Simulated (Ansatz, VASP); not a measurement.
# H2C2O in two plane-wave programs

Aim: how closely do two programs agree when they are given the same cell, functional and k mesh? The cell is taken from a series of runs on this material, whose earlier steps may have relaxed, scaled, displaced or heated it; both programs get it as it stands.

Program: Ansatz 0.2.0. Level of theory: plane waves, with VASP 6.6.1 beside it; single point at PBEsol. Results are calculated unless marked as measured.

## (1) Set-up

The cell holds 20 atoms: 4 O, 8 C and 8 H. Its edges and angles: a = 5.036 Å, b = 6.976 Å, c = 7.115 Å, α = 113.0°, β = 97.0°, γ = 107.7°.

## (2) VASP: single point, PBEsol

A single point gives forces, pressure and levels at one fixed geometry, so differences don't come from the geometry; what else differs is listed under the comparison.

Lines of VASP's logs that name or quote its potential files are left out, and so is its time.

INCAR

```
SYSTEM = H2C2O
PREC = Accurate
ENCUT = 520
EDIFF = 1E-06
NELM = 120
ISMEAR = 0
SIGMA = 0.01
LREAL = .FALSE.
ALGO = Normal
GGA = PS
NBANDS = 52
LORBIT = 11
LWAVE = .FALSE.
LCHARG = .FALSE.
ISIF = 2
LASPH = .TRUE.
GGA_COMPAT = .FALSE.
EFERMI = MIDGAP
KPAR = 4
```

POSCAR

```
H2C2O
1.0
    5.0359000000      0.0000000000      0.0000000000
   -2.1215697379      6.6453538271      0.0000000000
   -0.8711921228     -3.1920675280      6.2990316892
O C H
4 8 8
Direct
    0.2634032319      0.7919283342      0.7576894723
    0.7365967681      0.2080716658      0.2423105277
    0.2325908221      0.9089995980      0.0962043731
    0.7674091779      0.0910004020      0.9037956269
    0.8459595412      0.6055479815      0.8186005213
    0.1540404588      0.3944520185      0.1813994787
    0.1278826164      0.7799973706      0.9010213704
    0.8721173836      0.2200026294      0.0989786296
    0.6067636204      0.4541507435      0.7435349312
    0.3932363796      0.5458492565      0.2564650688
    0.3242258999      0.2755266690      0.6507119263
    0.6757741001      0.7244733310      0.3492880737
    0.4755051455      0.9200658656      0.8270779308
    0.5244948545      0.0799341344      0.1729220692
    0.1753051156      0.3228325219      0.5669452400
    0.8246948844      0.6771674781      0.4330547600
    0.2312559444      0.2395882161      0.7715173826
    0.7687440556      0.7604117839      0.2284826174
    0.3334566472      0.1200669182      0.5320671089
    0.6665433528      0.8799330818      0.4679328911
```

KPOINTS

```
Automatic mesh
0
Gamma
4 3 3
0 0 0
```

The projector-augmented-wave data sets are O, C and H (PBE family, release 64).

Run with:

```bash
mpirun -np 4 vasp_std
```

Numbers of over 12 decimals in the logs are rounded to 6 here.

Output:

```text
[banner, memory and clock lines left out]
running    4 mpi-ranks, on    1 nodes
 distrk:  each k-point on    1 cores,    4 groups
 distr:  one band on    1 cores,    1 groups

 POSCAR found type information on POSCAR O C H
 POSCAR found :  3 types and      20 ions
|                                                                             |
|               ----> ADVICE to this user running VASP <----                  |
|                                                                             |
|     You have a (more or less) 'large supercell' and for larger cells it     |
|     might be more efficient to use real-space projection operators.         |
|     Therefore, try LREAL= Auto in the INCAR file.                           |
|     Mind: For very accurate calculation, you might also keep the            |
|     reciprocal projection scheme (i.e. LREAL=.FALSE.).                      |
|                                                                             |

|                                                                             |
|               ----> ADVICE to this user running VASP <----                  |
|                                                                             |
|     You enforced a specific xc type in the INCAR file but a different       |
|     [... a line on the potential file left out ...]
|     I HOPE YOU KNOW WHAT YOU ARE DOING!                                     |
|                                                                             |

 LDA part: xc-table for (Slater+PW92), standard interpolation
 POSCAR, INCAR and KPOINTS ok, starting setup
 FFT: planning ... GRIDC
 FFT: planning ... GRID_SOFT
 FFT: planning ... GRID
 WAVECAR not read
 entering main loop
       N       E                     dE             d eps       ncg     rms          rms(c)
DAV:   1     0.303355948447E+03    0.30336E+03   -0.30256E+04  1976   0.109E+03
DAV:   2    -0.110672035966E+03   -0.41403E+03   -0.39415E+03  2580   0.255E+02
DAV:   3    -0.140387544084E+03   -0.29716E+02   -0.29449E+02  2392   0.680E+01
DAV:   4    -0.140815892459E+03   -0.42835E+00   -0.42762E+00  2504   0.926E+00
DAV:   5    -0.140824894354E+03   -0.90019E-02   -0.89991E-02  2484   0.126E+00    0.196E+01
DAV:   6    -0.131013482548E+03    0.98114E+01   -0.17606E+01  2276   0.170E+01    0.949E+00
DAV:   7    -0.129752957951E+03    0.12605E+01   -0.37157E+00  2528   0.843E+00    0.463E+00
DAV:   8    -0.129657134042E+03    0.95824E-01   -0.54659E-01  2360   0.309E+00    0.164E+00
DAV:   9    -0.129658079376E+03   -0.94533E-03   -0.47735E-02  2360   0.110E+00    0.402E-01
DAV:  10    -0.129661728071E+03   -0.36487E-02   -0.96070E-03  2280   0.479E-01    0.151E-01
DAV:  11    -0.129662659634E+03   -0.93156E-03   -0.13419E-03  2560   0.227E-01    0.719E-02
DAV:  12    -0.129663060525E+03   -0.40089E-03   -0.33448E-04  2164   0.101E-01    0.325E-02
DAV:  13    -0.129663202445E+03   -0.14192E-03   -0.18940E-04  2288   0.647E-02    0.181E-02
DAV:  14    -0.129663212724E+03   -0.10279E-04   -0.18679E-05  2600   0.277E-02    0.714E-03
DAV:  15    -0.129663216718E+03   -0.39942E-05   -0.75305E-06  2224   0.124E-02    0.281E-03
DAV:  16    -0.129663217746E+03   -0.10277E-05   -0.12646E-06  1744   0.502E-03    0.127E-03
DAV:  17    -0.129663217798E+03   -0.51511E-07   -0.16555E-07  1620   0.207E-03
   1 F= -.12966322E+03 E0= -.12966322E+03  d E =0.000000E+00
```

From OUTCAR (step 2):

```text
ion  position               nearest neighbor table
   1  0.263  0.792  0.758-  13 1.06   7 1.31
   2  0.737  0.208  0.242-  14 1.06   8 1.31
   3  0.233  0.909  0.096-   7 1.25
   4  0.767  0.091  0.904-   8 1.25
   5  0.846  0.606  0.819-   9 1.22   7 1.42
   6  0.154  0.394  0.181-  10 1.22   8 1.42
   7  0.128  0.780  0.901-   3 1.25   1 1.31   5 1.42
   8  0.872  0.220  0.099-   4 1.25   2 1.31   6 1.42
   9  0.607  0.454  0.744-   5 1.22  11 1.44
  10  0.393  0.546  0.256-   6 1.22  12 1.44
  11  0.324  0.276  0.651-  17 1.10  19 1.10  15 1.11   9 1.44
  12  0.676  0.724  0.349-  18 1.10  20 1.10  16 1.11  10 1.44
  13  0.476  0.920  0.827-   1 1.06
  14  0.524  0.080  0.173-   2 1.06
  15  0.175  0.323  0.567-  11 1.11
  16  0.825  0.677  0.433-  12 1.11
  17  0.231  0.240  0.772-  11 1.10
  18  0.769  0.760  0.228-  12 1.10
  19  0.333  0.120  0.532-  11 1.10
  20  0.667  0.880  0.468-  12 1.10

  LATTYP: Found a triclinic cell.
 ALAT       =     5.0359000000
 B/A-ratio  =     2.9605931260
 C/A-ratio  =     2.7893622650
 COS(alpha) =     0.0040353660
 COS(beta)  =     0.4419355282
 COS(gamma) =     0.8762721835

 Subroutine GETGRP returns: Found  2 space group operations
 (whereof  2 operations were pure point group operations)

The static configuration has the point symmetry S_2 .

 Found     19 irreducible k-points:

   k-points           NKPTS =     19   k-points in BZ     NKDIM =     19   number of bands    NBANDS=     52

   dimension x,y,z NGX =    40 NGY =   54 NGZ =   54
   dimension x,y,z NGXF=    80 NGYF=  108 NGZF=  108

   ENCUT  =  520.0 eV  38.22 Ry    6.18 a.u.   9.36 12.97 13.23*2*pi/ulx,y,z

   NELECT =      64.0000    total number of electrons

 k-points in reciprocal lattice and weights: Automatic mesh
   0.00000000  0.00000000  0.00000000       0.028
   0.25000000  0.00000000  0.00000000       0.056
   0.50000000  0.00000000  0.00000000       0.028
   0.00000000  0.33333333  0.00000000       0.056
   0.25000000  0.33333333  0.00000000       0.056
   0.50000000  0.33333333 -0.00000000       0.056
  -0.25000000  0.33333333  0.00000000       0.056
   0.00000000  0.00000000  0.33333333       0.056
   0.25000000  0.00000000  0.33333333       0.056
[...]
0.50000000 -0.33333333  0.33333333       0.056
  -0.25000000 -0.33333333  0.33333333       0.056

 average (electrostatic) potential at core
       1 -76.7971       2 -76.7971       3 -76.1055       4 -76.1055       5 -54.5389
       6 -54.5389       7 -58.0202       8 -58.0202       9 -55.0551      10 -55.0551
      11 -54.4527      12 -54.4527      13 -38.4165      14 -38.4165      15 -36.9363
      16 -36.9363      17 -36.8912      18 -36.8912      19 -37.0428      20 -37.0428

 E-fermi :   0.0744

 k-point     1 :       0.0000    0.0000    0.0000
  band No.  band energies     occupation
    ...
     28      -2.9257      2.00000
     29      -2.6147      2.00000
     30      -2.3485      2.00000
     31      -2.2625      2.00000
     32      -1.7931      2.00000
     33       1.9526      0.00000
     34       2.4822      0.00000
     35       4.0689      0.00000
     36       4.1922      0.00000
     37       4.5168      0.00000
    ...

 k-point     2 :       0.2500    0.0000    0.0000
  band No.  band energies     occupation
    ...
     28      -2.7773      2.00000
     29      -2.4180      2.00000
     30      -2.3073      2.00000
     31      -2.0832      2.00000
     32      -1.8755      2.00000
     33       2.0525      0.00000
     34       2.3345      0.00000
     35       3.8470      0.00000
     36       4.4623      0.00000
     37       4.9041      0.00000
    ...

 k-point     3 :       0.5000    0.0000    0.0000
  band No.  band energies     occupation
    ...
     28      -2.8730      2.00000
     29      -2.3515      2.00000
     30      -2.2181      2.00000
     31      -2.1557      2.00000
     32      -1.9172      2.00000
     33       2.1245      0.00000
     34       2.2165      0.00000
     35       4.2156      0.00000
     36       4.6086      0.00000
     37       5.2334      0.00000
    ...

  Total        0.1222840      0.2814316      0.5206277      0.0067212      0.0662581     -0.1431644
  in kB        0.9294186      2.1390183      3.9570256      0.0510841      0.5035942     -1.0881199
  external PRESSURE =       2.3418208 kB  Pullay stress =       0.0000000 kB

  energy-cutoff  :      520.00
  volume of cell :      210.80
      direct lattice vectors                 reciprocal lattice vectors
     5.035900000  0.000000000  0.000000000     0.198574237  0.063396036  0.059590229
    -2.121569738  6.645353827  0.000000000     0.000000000  0.150481077  0.076257079
    -0.871192123 -3.192067528  6.299031689     0.000000000  0.000000000  0.158754559

 POSITION                                       TOTAL-FORCE (eV/Angst)
 -----------------------------------------------------------------------------------
     -1.01375      2.84405      4.77271         0.036997      0.033118     -0.059216
      3.05689      0.60924      1.52632        -0.036997     -0.033118      0.059216
     -0.84101      5.73353      0.60599         0.009764      0.018697      0.131383
      2.88415     -2.28025      5.69304        -0.009764     -0.018697     -0.131383
      2.26230      1.41105      5.15639         0.025438      0.032543      0.028373
     -0.21916      2.04223      1.14264        -0.025438     -0.032543     -0.028373
     -1.79578      2.30724      5.67556        -0.053447     -0.052415     -0.088437
      3.83892      1.14605      0.62347         0.053447      0.052415      0.088437
      1.44433      0.64458      4.68355        -0.023305     -0.018273     -0.019959
      0.59881      2.80871      1.61548         0.023305      0.018273      0.019959
      0.48133     -0.24614      4.09886        -0.009364      0.001685     -0.005262
      1.56181      3.69943      2.20018         0.009364     -0.001685      0.005262
     -0.27793      3.47407      5.20979         0.022387      0.010220      0.011004
      2.32107     -0.02079      1.08924        -0.022387     -0.010220     -0.011004
     -0.29601      0.33561      3.57121        -0.022526      0.018444     -0.007202
      2.33915      3.11768      2.72783         0.022526     -0.018444      0.007202
     -0.01586     -0.87059      4.85981        -0.018465     -0.009598      0.009147
      2.05900      4.32387      1.43922         0.018465      0.009598     -0.009147
      0.96099     -0.90051      3.35151        -0.003226     -0.016081     -0.014139
      1.08215      4.35379      2.94752         0.003226      0.016081      0.014139
 -----------------------------------------------------------------------------------
    total drift:                               -0.000000      0.000000     -0.000000

  FREE ENERGIE OF THE ION-ELECTRON SYSTEM (eV)
  ---------------------------------------------------
  free  energy   TOTEN  =      -129.6632177976 eV

  energy  without entropy=     -129.6632177976  energy(sigma->0) =     -129.66321780

 total charge
# of ion       s       p       d       tot
------------------------------------------
    1        1.569   3.605   0.000   5.174
    2        1.569   3.605   0.000   5.174
    3        1.574   3.565   0.000   5.139
    4        1.574   3.565   0.000   5.139
    5        0.893   1.809   0.000   2.702
    6        0.893   1.809   0.000   2.702
    7        0.855   1.713   0.000   2.568
    8        0.855   1.713   0.000   2.568
    9        0.906   1.717   0.000   2.623
   10        0.906   1.717   0.000   2.623
   11        0.834   1.825   0.000   2.659
   12        0.834   1.825   0.000   2.659
   13        0.506   0.107   0.000   0.613
   14        0.506   0.107   0.000   0.613
   15        0.609   0.044   0.000   0.653
   16        0.609   0.044   0.000   0.653
   17        0.616   0.044   0.000   0.660
   18        0.616   0.044   0.000   0.660
   19        0.617   0.043   0.000   0.661
   20        0.617   0.043   0.000   0.661
--------------------------------------------------
tot         17.961  28.946   0.000  46.906

[... 3 further parts left out ...]
```

The run ends at a pressure of 0.23 GPa, with forces up to 0.13 eV/Å.

(Part 1 of 2 ends here.)

[Lines on the potential files, build, host, timing and source positions are cut from VASP's logs without a mark.]

[Logs are printed without paths, hosts, clocks, repeated set-up lines and the standing remarks that a program may print on its own settings, such as how far it seeks lower states.]

[Hosts, paths, dates, database ids (printed as entryN), source tags and the programs' standing remarks are cut or masked in the printed files.]
